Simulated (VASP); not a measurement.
Input of a VASP 6.6.1 run:

The input INCAR:

```
SYSTEM = Be3ZnTe4
PREC = Accurate ; ENCUT = 520
EDIFF = 1E-8 ; ISMEAR = 0
SIGMA = 0.02 ; LREAL = .False.
LASPH = .True. ; NELM = 60
ALGO = Normal ; ISIF = 2
LWAVE = .False. ; LCHARG = .False.
GGA = PE ; LEPSILON = .True.
KPAR = 8
```

Contents of KPOINTS:

```
Automatic mesh
0
Gamma
  6 6 6
  0 0 0
```

POSCAR

```
Be3ZnTe4
1.0
   -2.9004200000      2.9004200000      5.7844800000
    2.9004200000     -2.9004200000      5.7844800000
    2.9004200000      2.9004200000     -5.7844800000
Be Zn Te
3 1 4
Direct
    0.5000000000      0.5000000000      0.0000000000
    0.7500000000      0.2500000000      0.5000000000
    0.2500000000      0.7500000000      0.5000000000
    0.0000000000      0.0000000000      0.0000000000
    0.1336510000      0.1336510000      0.5282340000
    0.6054180000      0.6054180000      0.4717660000
    0.8663490000      0.3945820000      0.0000000000
    0.3945820000      0.8663490000      0.0000000000
```

Potentials or basis: VASP PAW PBE potentials, release 64 (Be, Zn, Te).

Command:

```bash
$ cat potpaw_PBE.64/Be/POTCAR potpaw_PBE.64/Zn/POTCAR potpaw_PBE.64/Te/POTCAR > POTCAR
$ mpirun -np 8 vasp_std > vasp.out
```

**Question.** What does it give for the electronic dielectric tensor (diagonal)?

**Answer.** 7.83, 7.83, 7.73.

**Question.** Predict the Born charges (mean of the diagonal).

**Answer.** Be +1.38, +1.46; Zn +1.93; Te -1.56 e.

**Question.** Estimate the band gap on the k mesh.

**Answer.** 2.01 eV, indirect (least direct gap 2.09 eV).

Electronic dielectric tensor:
```
7.83 0.00 0.00
0.00 7.83 0.00
0.00 0.00 7.73
```

Caveat: spin-orbit coupling is left out, which moves the levels of the heavy elements. A k mesh can miss the band edges.
